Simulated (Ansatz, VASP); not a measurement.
# SiBi: VASP beside Ansatz

One calculation is typed for both programs; each brings its own data sets and cutoff. How far apart do they land? The cell is invented: As first built, before any earlier steps moved the atoms (in the runner's words): it takes the CeN structure with all of its atoms replaced by other elements, volume scaled by an estimate. It may not be a known or stable phase. The cell is taken from a series of VASP runs on this material, whose earlier steps may have relaxed, scaled or displaced it; both programs get it as it stands.

Method: plane waves, with VASP 6.6.1 beside it; relaxation of cell and atoms at LDA, in Ansatz 0.2.0.

### Step 1. The structure

The structure is cubic, space group Fm-3m (No. 225). Conventional cell: a = 5.750 Å, b = 5.750 Å, c = 5.750 Å, α = 90.00°, β = 90.00°, γ = 90.00°. Nearest to Bi lie 6 Si at 2.88 Å. Nearest to Si lie 6 Bi at 2.88 Å. As first built, before any earlier steps moved the atoms (in the runner's words): sites of the CeN structure (space group 225) filled with other elements, volume scaled by an estimate. Farther neighbours are not listed.

### Step 2. Ansatz: relaxation of cell and atoms, LDA

Ansatz runs on its default PAW (the set named soft_2) files.

The relaxed volume is the usual yardstick between codes: its relative difference is about their pressure difference at one cell divided by the bulk modulus.

File input.yaml:

```yaml
crystal:
  lattice:
    - [0.0, 2.875051045, 2.875051045]
    - [2.875051045, 0.0, 2.875051045]
    - [2.875051045, 2.875051045, 0.0]
  atoms:
    - { symbol: Bi, position: [0.5, 0.5, 0.5] }
    - { symbol: Si, position: [0.0, 0.0, 0.0] }
hamiltonian:
  xc: lda
  pseudopotentials: { kind: paw }
kpoints:
  mp_grid: { grid: [7, 7, 7] }
scf:
  occupations: { method: fermi_dirac, width: 0.05 }
relax:
  f_tol: 0.01
  max_steps: 60
  cell: { stress_tol: 0.05 }
output:
  forces: true
  stress: true
```

Launch:

```sh
$ ansatz run input.yaml --threads 4 --pin off --max-ram 9216MiB --backend cpu --events-out ev --progress --plain --runs-dir out
```

Numbers of over 12 decimals in the logs are rounded to 6 here.

Log:

```text
Engine: ansatz 0.2.0, aarch64-unknown-linux-gnu
Pseudopotentials: kind: paw
Pseudopotential: Bi, paw, valence charge 15, recommended cutoff 420 eV (normal), Bi.paw.azcp
Pseudopotential: Si, paw, valence charge 4, recommended cutoff 420 eV (normal), Si.paw.azcp
Functional definition: SPW92
  exchange = slater_x
  correlation = pw_c
Crystal: 2 atoms, lattice volume = 47.530 Å³
Basis set: ecut = 420 eV, 941 PW (Γ)
Bands: 14, of which v1, the nominal top of the filled ones, is band 10 counted from 1 (9 counted from 0)
Symmetry: 48 space group operations
Space group: Fm-3m (ITA 225), of the structure as read, at distance tolerance 3.6e-5 Å
k-points: 20 of 343
Non-local potential: Bi, projectors of the file, l = 0: 2, l = 1: 2, l = 2: 2, l = 3: 2
Non-local potential: Si, projectors of the file, l = 0: 2, l = 1: 2, l = 2: 2
PAW form: soft (Blöchl's): semilocal exchange-correlation on the pseudo side does not see the compensation charge
PAW frozen core: Bi, regenerated for the run's functional, and the local potential with it (the file was generated under x = pbe(κ = 0.804, μ = 0.219515), c = pbe(β = 0.066725))
PAW frozen core: Si, regenerated for the run's functional, and the local potential with it (the file was generated under x = pbe(κ = 0.804, μ = 0.219515), c = pbe(β = 0.066725))
PAW one-centre angular grid: Bi, 590 points (default); XC on 64 Gauss nodes
PAW one-centre angular grid: Si, 110 points (default); XC on 64 Gauss nodes
Initial density: superposition of atomic densities (neutral atoms: chi_scale 0, normalization atom), corrected by the library's trained network
Initial wavefunctions: pseudopotential atomic-orbital guess
Functional: x = slater, c = lda
SCF iter   1: F=—  HF=-12693.756572 eV  |F-HF|=—  |Δ(HF+E_count)|=         —  Δρ=3.99e-3  dr2=4.64e-3  ethr=1.77e-3  ⟨swp⟩=5.9  Hψ=1643  notcnv=0
preconditioner: auto → none  [insulator: Δε(μ)=0.265 eV  Ē_g=18.772 eV  σ=0.050 eV  W_gap=0.85  n_scr=14 (ndim 8)  ℏωp=23.5 eV  f_vac=0.000  D(μ)=0.55/eV (n_scr^D=0)  ε∞_Penn≈2.6]
SCF iter   2: F=—  HF=-12693.755084 eV  |F-HF|=—  |Δ(HF+E_count)|=   1.49e-3  Δρ=1.97e-3  dr2=1.31e-3  ethr=2.44e-5  ⟨swp⟩=1.8  Hψ=504  notcnv=0
SCF iter   3: F=—  HF=-12693.754910 eV  |F-HF|=—  |Δ(HF+E_count)|=   1.74e-4  Δρ=3.10e-4  dr2=4.98e-5  ethr=6.88e-6  ⟨swp⟩=2.2  Hψ=466  notcnv=0
SCF iter   4: F=—  HF=-12693.754939 eV  |F-HF|=—  |Δ(HF+E_count)|=   2.91e-5  Δρ=6.18e-5  dr2=7.61e-7  ethr=2.62e-7  ⟨swp⟩=2.0  Hψ=469  notcnv=0
iter 5 did not close the SCF: its close was put off for the readings that it lacked (scf_convergence_deferred on its scf_iter line)
SCF iter   5: F=-12693.754939 eV  HF=-12693.754939 eV  |F-HF|=2.18e-8  |Δ(HF+E_count)|=   1.63e-7  Δρ=1.51e-5  dr2=4.55e-8  ethr=4.00e-9  ⟨swp⟩=2.0  Hψ=420  notcnv=0
SCF iter   6: F=-12693.754939 eV  HF=-12693.754939 eV  |F-HF|=6.37e-10  |Δ(HF+E_count)|=   3.22e-8  Δρ=1.45e-6  dr2=8.47e-10  ethr=2.39e-10  ⟨swp⟩=2.9  Hψ=1026  notcnv=0
SCF 1 converged in 6 iterations: F = -12693.754939 eV  dr2 = 8.47e-10
  greatest PAW one-centre occupation: 0.988 electrons in one spin orbital (limit 2), on the Bi atom at site 0 (counted from 0), in its partial waves of l = 2
relax step   1: F+E_penalty+E_count = -12693.75493912 eV  Δ(F+E_penalty+E_count) = +0.000e0 eV  max|allowed force component| = 2.370e-29 eV/Å  Δτ_max = 0.0000 Å  P = +0.269 GPa  Ω = 47.530 Å³  (6 SCF iters, dr2 threshold 1.00e-7 eV, accepted)
[...]
relax step   2: F+E_penalty+E_count = -12693.75490134 eV  Δ(F+E_penalty+E_count) = +3.778e-5 eV  max|allowed force component| = 2.988e-29 eV/Å  Δτ_max = 0.0000 Å  P = -0.236 GPa  Ω = 47.871 Å³  energy of the carried Pulay correction = -6.943e-5 eV  (6 SCF iters, dr2 threshold 1.81e-7 eV, accepted)
[...]
relax step   3: F+E_penalty+E_count = -12693.75505284 eV  Δ(F+E_penalty+E_count) = -1.515e-4 eV  max|allowed force component| = 2.833e-29 eV/Å  Δτ_max = 0.0000 Å  P = -0.002 GPa  Ω = 47.711 Å³  energy of the carried Pulay correction = -3.696e-5 eV  (6 SCF iters, dr2 threshold 1.39e-7 eV, accepted)
[...]
relax step   4: F+E_penalty+E_count = -12693.75508712 eV  Δ(F+E_penalty+E_count) = -3.428e-5 eV  max|allowed force component| = 2.874e-29 eV/Å  Δτ_max = 0.0000 Å  P = -0.001 GPa  Ω = 47.711 Å³  stress off target by 1.44e-3 GPa  SCF on the basis re-selected at this cell (its energy is not comparable with the rows above)  (8 SCF iters)
basis re-selected at this cell: Δ(F+E_penalty+E_count) = -3.428e-5 eV, ΔP = +0.001 GPa vs the last step (what re-selecting the basis moved, of the pressure what is left beyond the Pulay correction that the steps carried, after the strain that the cell walked since its last selection, with what the two solves' SCF thresholds leave and, on support functions, any second-order correction that the steps lacked; it is no m [...]
SCF converged after 8 iterations
Free energy (F): -12693.755087 eV
Harris-Foulkes:  -12693.755087 eV  (|F-HF|=5.46e-12)
Internal energy: -12693.749493 eV  (E = F + TS)
E sigma→0 (E₀):  -12693.752290 eV
Entropy (-TS):   -0.005594 eV (-2.797 meV/atom)
Fermi energy:    10.287453 eV
--- Per-component energies (eV) ---
  E_band       = -80.397685
  E_kinetic    = 343.506745
  E_local      = -1546.288828  (includes V_loc(G=0)·N_el)
  E_nonlocal   = 590.994359
  E_hartree    = 507.769024
  E_xc         = -205.412192
  E_vxc        = -191.925450  (∫ρ·V_xc dr)
  E_paw        = -10839.090470  (= ΣΔE_a)
  E_vpaw       = -292.222042  (= ΣTr[D̂ρ^β])
  E_aug_tail   = -0.000517  (compensation charges beyond the density's cutoff)
  E_ewald      = -1545.307060
  E_core_change = 0.079446  (= ΣΔE_core)
  E_smearing   = -0.005594  (= −TS)
  E_closure    = 0.000000  (closes the sum)
  Σ components = -12693.755087   (vs F -12693.755087, Δ=0.00e0)
--- Forces (eV/Å), atoms counted from 1 ---
  atom   1  Bi     0.00000000    -0.00000000    -0.00000000
  atom   2  Si    -0.00000000    -0.00000000     0.00000000
  max |Σ_I F_I| component: 5.61e-29 eV/Å
--- Stress (GPa, compression-positive) ---
       -0.001436      -0.000000      -0.000000
       -0.000000      -0.001436      -0.000000
       -0.000000      -0.000000      -0.001436
  P = ⅓ Tr σ = -0.0014 GPa (-0.014 kbar)
--- Relaxed structure (3 steps of the walk, 3 accepted, 1 SCFs on fresh bases) ---
  F+E_penalty+E_count = -12693.75508712 eV   max|allowed force component| = 2.874e-29 eV/Å   (the final SCF, on the basis selected at the relaxed cell)
  cell:  # Å, volume = 47.7113 Å³
    - [0, 2.878704, 2.878704]
    - [2.878704, 0, 2.878704]
    - [2.878704, 2.878704, 0]
  atoms:
    - { symbol: Bi, position: [0.5, 0.5, 0.5] }
    - { symbol: Si, position: [0, 0, 0] }
```

The job ended after 1.5 s (4 threads of Arm Neoverse V2, shared host; peak memory 0.31 GiB; 3.4 s of CPU time).

### Step 3. VASP: relaxation of cell and atoms, LDA

The same cell, functional (in two slightly different forms), mesh and smearing now go to VASP, with its own data sets and cutoff.

Lines of VASP's logs that name or quote its potential files are left out, and so is its time.

File INCAR:

```
SYSTEM = SiBi
PREC = Accurate
ENCUT = 400
EDIFF = 1E-06
NELM = 100
ISMEAR = -1
SIGMA = 0.05
LREAL = .FALSE.
ALGO = Normal
GGA = CA
LORBIT = 11
LWAVE = .FALSE.
LCHARG = .FALSE.
IBRION = 2
NSW = 60
ISIF = 3
EDIFFG = -0.01
```

File POSCAR:

```
SiBi
1.0
    0.0000000000      2.8750510450      2.8750510450
    2.8750510450      0.0000000000      2.8750510450
    2.8750510450      2.8750510450      0.0000000000
Bi Si
1 1
Direct
    0.5000000000      0.5000000000      0.5000000000
    0.0000000000      0.0000000000      0.0000000000
```

File KPOINTS:

```
Automatic mesh
0
Gamma
7 7 7
0 0 0
```

Potentials, in the order of the species: Bi_d and Si (LDA family, release 64).

Launch:

```sh
$ mpirun -np 1 vasp_std
```

Log:

```text
[banner, memory and clock lines left out]
running    1 mpi-ranks, on    1 nodes
 distrk:  each k-point on    1 cores,    1 groups
 distr:  one band on    1 cores,    1 groups

 POSCAR found type information on POSCAR BiSi
 POSCAR found :  2 types and       2 ions
 LDA part: xc-table for (Slater(with rela. corr.)+CA(PZ))
 , standard interpolation
 POSCAR, INCAR and KPOINTS ok, starting setup
 FFT: planning ... GRIDC
 FFT: planning ... GRID_SOFT
 FFT: planning ... GRID
 WAVECAR not read
 entering main loop
       N       E                     dE             d eps       ncg     rms          rms(c)
DAV:   1     0.120511310293E+03    0.12051E+03   -0.85765E+03   520   0.128E+03
DAV:   2    -0.159544594380E+01   -0.12211E+03   -0.12038E+03   525   0.339E+02
DAV:   3    -0.964495680538E+01   -0.80495E+01   -0.79069E+01   680   0.953E+01
DAV:   4    -0.982442775252E+01   -0.17947E+00   -0.17918E+00   636   0.156E+01
DAV:   5    -0.982981469239E+01   -0.53869E-02   -0.53867E-02   722   0.225E+00    0.213E+00
DAV:   6    -0.977692512177E+01    0.52890E-01   -0.11359E-01   640   0.370E+00    0.121E+00
DAV:   7    -0.976938986586E+01    0.75353E-02   -0.29156E-02   665   0.156E+00    0.428E-01
DAV:   8    -0.976814583135E+01    0.12440E-02   -0.30790E-03   638   0.607E-01    0.365E-02
DAV:   9    -0.976812389776E+01    0.21934E-04   -0.21752E-04   658   0.158E-01    0.301E-02
DAV:  10    -0.976812703914E+01   -0.31414E-05   -0.15594E-05   606   0.306E-02    0.798E-03
DAV:  11    -0.976812585807E+01    0.11811E-05   -0.43540E-06   625   0.227E-02    0.140E-03
DAV:  12    -0.976812588661E+01   -0.28544E-07   -0.28112E-07   315   0.349E-03
   1 F= -.97681259E+01 E0= -.97654089E+01  d E =-.976813E+01
[...]
2 F= -.97682605E+01 E0= -.97654766E+01  d E =-.134623E-03
[...]
3 F= -.97683124E+01 E0= -.97655523E+01  d E =-.186492E-03
 curvature:  -0.31 expect dE=-0.381E-04 dE for cont linesearch -0.381E-04
 ZBRENT: interpolating
 opt :   0.4478  next Energy=    -9.768340 (dE=-0.214E-03)
 bond charge predicted
       N       E                     dE             d eps       ncg     rms          rms(c)
DAV:   1    -0.976862585816E+01   -0.31380E-03   -0.92518E-03   650   0.176E+00    0.940E-02
DAV:   2    -0.976834538242E+01    0.28048E-03   -0.54323E-04   630   0.448E-01    0.383E-02
DAV:   3    -0.976829433308E+01    0.51049E-04   -0.21289E-04   734   0.257E-01    0.436E-03
DAV:   4    -0.976829446897E+01   -0.13589E-06   -0.37328E-06   540   0.193E-02
   4 F= -.97682945E+01 E0= -.97655487E+01  d E =-.168582E-03
 curvature:  -0.22 expect dE=-0.102E-06 dE for cont linesearch -0.102E-06
 trial: gam=-0.02766 g(F)=  0.480E-60 g(S)=  0.455E-06 ort = 0.160E-04 (trialstep = 0.890E+00)
 search vector abs. value=  0.469E-09
 reached required accuracy - stopping structural energy minimisation
```

From OUTCAR (step 3):

```text
ion  position               nearest neighbor table
   1  0.500  0.500  0.500-   2 2.88   2 2.88   2 2.88   2 2.88   2 2.88   2 2.88
   2  0.000  0.000  0.000-   1 2.88   1 2.88   1 2.88   1 2.88   1 2.88   1 2.88

  LATTYP: Found a face centered cubic cell.
 ALAT       =     5.7501020900

 Subroutine GETGRP returns: Found 48 space group operations
 (whereof 48 operations were pure point group operations)

The static configuration has the point symmetry O_h .

 Found     20 irreducible k-points:

   k-points           NKPTS =     20   k-points in BZ     NKDIM =     20   number of bands    NBANDS=     13

   dimension x,y,z NGX =    28 NGY =   28 NGZ =   28
   dimension x,y,z NGXF=    56 NGYF=   56 NGZF=   56

   ENCUT  =  400.0 eV  29.40 Ry    5.42 a.u.   6.63  6.63  6.63*2*pi/ulx,y,z

   NELECT =      19.0000    total number of electrons

 k-points in reciprocal lattice and weights: Automatic mesh
   0.00000000  0.00000000  0.00000000       0.003
   0.14285714  0.00000000  0.00000000       0.023
   0.28571429  0.00000000  0.00000000       0.023
   0.42857143  0.00000000  0.00000000       0.023
   0.14285714  0.14285714  0.00000000       0.017
   0.28571429  0.14285714  0.00000000       0.070
   0.42857143  0.14285714  0.00000000       0.070
  -0.42857143  0.14285714  0.00000000       0.070
  -0.28571429  0.14285714  0.00000000       0.070
[...]
-0.42857143  0.42857143  0.14285714       0.070
  -0.28571429  0.42857143  0.14285714       0.070

 average (electrostatic) potential at core
       1-103.1148       2 -83.5308

 E-fermi :   7.7539

 k-point     1 :       0.0000    0.0000    0.0000
  band No.  band energies     occupation
    ...
      6      -5.7809      2.00000
      7       5.1313      2.00000
      8       7.0213      2.00000
      9       7.0213      2.00000
     10       7.0213      2.00000
     11      12.6711      0.00000
     12      12.6711      0.00000
     13      12.6711      0.00000

 k-point     2 :       0.1429    0.0000    0.0000
  band No.  band energies     occupation
    ...
      5     -14.9583      2.00000
      6      -5.5299      2.00000
      7       3.5569      2.00000
      8       7.0458      2.00000
      9       7.0458      2.00000
     10       7.9348      0.05218
     11      11.4756      0.00000
     12      11.4756      0.00000
     13      11.7034      0.00000

 k-point     3 :       0.2857    0.0000    0.0000
  band No.  band energies     occupation
    ...
      5     -14.9455      2.00000
      6      -4.8087      2.00000
      7       1.2745      2.00000
      8       7.2002      1.99997
      9       7.2002      1.99997
     10       8.5198      0.00000
     11       9.8589      0.00000
     12       9.8589      0.00000
     13      10.4136      0.00000

  Total        0.0025087      0.0025087      0.0025087     -0.0000000      0.0000000     -0.0000000
  in kB        0.0843249      0.0843249      0.0843249     -0.0000000      0.0000000     -0.0000000
  external PRESSURE =       0.0843249 kB  Pullay stress =       0.0000000 kB

  energy-cutoff  :      400.00
  volume of cell :       47.67
      direct lattice vectors                 reciprocal lattice vectors
    -0.000000000  2.877787119  2.877787119    -0.173744610  0.173744610  0.173744610
     2.877787119  0.000000000  2.877787119     0.173744610 -0.173744610  0.173744610
     2.877787119  2.877787119  0.000000000     0.173744610  0.173744610 -0.173744610

 POSITION                                       TOTAL-FORCE (eV/Angst)
 -----------------------------------------------------------------------------------
      2.87779      2.87779      2.87779        -0.000000     -0.000000     -0.000000
      0.00000      0.00000      0.00000         0.000000      0.000000      0.000000
 -----------------------------------------------------------------------------------
    total drift:                                0.000000      0.000000      0.000000

  FREE ENERGIE OF THE ION-ELECTRON SYSTEM (eV)
  ---------------------------------------------------
  free  energy   TOTEN  =        -9.7682944690 eV

  energy  without entropy=       -9.7628028927  energy(sigma->0) =       -9.76554868

 reached required accuracy - stopping structural energy minimisation

 total charge
# of ion       s       p       d       tot
------------------------------------------
    1        1.503   1.425   9.946  12.874
    2        0.866   0.729   0.000   1.595
--------------------------------------------------
tot          2.369   2.154   9.946  14.468

[... 3 further parts left out ...]
```

CONTCAR:

```
SiBi
   1.00000000000000
    -0.0000000000000000    2.8777871185716619    2.8777871185716619
     2.8777871185716619    0.0000000000000000    2.8777871185716619
     2.8777871185716619    2.8777871185716619    0.0000000000000000
  Bi              Si
     1     1
Direct
     0.5000000000000000    0.5000000000000000    0.5000000000000000
     0.0000000000000000    0.0000000000000000    0.0000000000000000
```

### Step 4. Side by side

Known differences besides the potentials themselves: the two LDA forms differ slightly; both relaxations stop at a tolerance, which leaves soft axes loose, and VASP keeps its plane-wave basis; the cutoff is 420 eV in Ansatz and 400 eV in VASP; VASP's log shows a relativistic correction to its local exchange, Ansatz's none; Ansatz adds a Pulay correction to the stress that steers its cell, VASP none. Total energies have different zeros and are not compared.

Compared:

```csv
quantity,Ansatz,VASP,difference
volume (Å³),47.71,47.67,+0.10 %
"edge a after relaxation, in the typed setting (Å)",4.071,4.070,+0.03 %
```

The walks stopped with 0.00 GPa left in Ansatz and 0.01 GPa in VASP; each walk ends within a tolerance, so the volume difference is uncertain by about these residues over the bulk modulus, most in soft cells.

### Step 5. What came out

| Property | Result |
| --- | --- |
| difference in volume (relaxation of cell and atoms, LDA) | 0.096 % |

What this shows: The difference in volume is 0.096 % (relaxation of cell and atoms, LDA), within the 1.2 % picked in this series as the mark of a large difference, as far as the stopping tolerances let one tell. How closely two codes agree says nothing of how well the functional describes the real material.

[Lines on the potential files, build, host, timing and source positions are cut from VASP's logs without a mark.]

[Logs are printed without paths, hosts, clocks, repeated set-up lines and the standing remarks that a program may print on its own settings, such as how far it seeks lower states.]

[Hosts, paths, dates, database ids (printed as entryN), source tags and the programs' standing remarks are cut or masked in the printed files.]
